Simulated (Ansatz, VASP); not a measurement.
**H4RuCl: VASP beside Ansatz**

Contents of INCAR:

```
SYSTEM = H4RuCl
PREC = Accurate
ENCUT = 520
EDIFF = 1E-7
ISMEAR = 0
SIGMA = 0.1
LREAL = .False.
LASPH = .True.
NELM = 150
ALGO = Normal
ISIF = 2
LWAVE = .False.
LCHARG = .True.
ISPIN = 2
MAGMOM = 0 0 0 0 1 0
LORBIT = 11
LMAXMIX = 4
GGA = PE
LELF = .True.
LVHAR = .True.
NBANDS = 26
```

KPOINTS

```
regular mesh
0
Gamma
  6 6 4
  0 0 0
```

File POSCAR:

```
H4RuCl
1.0
    3.2465558400      0.0000000000      0.0000000000
   -1.6232779200      2.8115998300      0.0000000000
    0.0000000000      0.0000000000      6.7617415200
H Ru Cl
4 1 1
Direct
    0.3333333300      0.6666666700      0.7340772700
    0.3333333300      0.6666666700      0.2659227300
    0.6666666700      0.3333333300      0.7340772700
    0.6666666700      0.3333333300      0.2659227300
    0.0000000000      0.0000000000      0.0000000000
    0.0000000000      0.0000000000      0.5000000000
```

Input for Ansatz:

```yaml
crystal:
  lattice:
    - [3.24655584, 0.0, 0.0]
    - [-1.62327792, 2.81159983, 0.0]
    - [0.0, 0.0, 6.76174152]
  atoms:
    - { symbol: H, position: [0.33333333, 0.66666667, 0.73407727] }
    - { symbol: H, position: [0.33333333, 0.66666667, 0.26592273] }
    - { symbol: H, position: [0.66666667, 0.33333333, 0.73407727] }
    - { symbol: H, position: [0.66666667, 0.33333333, 0.26592273] }
    - { symbol: Ru, position: [0.0, 0.0, 0.0], spin: 1.0 }
    - { symbol: Cl, position: [0.0, 0.0, 0.5] }
basis:
  ecutwfc: 420
kpoints:
  mp_grid: { grid: [6, 6, 4] }
hamiltonian:
  xc: pbe
scf:
  occupations: { method: gaussian, width: 0.1 }
  lower_state_search: "off"
output:
  forces: true
  stress: true
  eigenvalues: true
  populations: true
magnetization:
  spin_polarized: true
```

Change from the starting cell: species swapped into the NbVB4 type (P6/mmm, No. 191).

Alike in both runs: task single point; functional PBE; k mesh 6 × 6 × 4; occupations gaussian, width 0.1 eV; collinear spin.

|  | VASP | Ansatz |
| --- | --- | --- |
| version | VASP 6.6.1 | Ansatz 0.2.0 |
| potentials or method | VASP PAW PBE potentials, release 64 (H, Ru_pv, Cl) | scalar-relativistic, plane waves, PAW |
| plane-wave cutoff (eV) | 520 | 420 |
| valence electrons in the cell | 25 | 27 |

Ansatz gave:

```
gap on the k mesh at the Fermi level (eV)                     : none
pressure (GPa)                                                : -19.4
largest component of the traceless stress (GPa)               : 2.37
rms of the force components (eV/Å)                            : 0.629
net moment per atom (μB)                                      : 0.27
size of the moment on the site where the two differ most (μB) : 1.69
```

Task: What did VASP give for the same quantities?

Result: gap on the k mesh at the Fermi level (eV): none; pressure (GPa): -19.6; largest component of the traceless stress (GPa): 2.39; rms of the force components (eV/Å): 0.629; net moment per atom (μB): 0.27; size of the moment on the site where the two differ most (μB): 1.80.

Site moments also hang on the region over which each program counts them. Atom by atom the forces differ by 0.000 eV/Å (rms over components). A gap of «none» marks a metal or a gap that the smearing closes. The two sets of potentials don't hold the same shells in valence.

Caveats: the k mesh is coarse (spacing up to 0.37 Å⁻¹), so the values aren't converged; so large a pressure means that the cell lies far from this level's equilibrium, or that cutoff or potentials fall short (VASP); forces of over 1 eV/Å show positions far from the minimum, so gaps and moduli don't describe the material at rest.
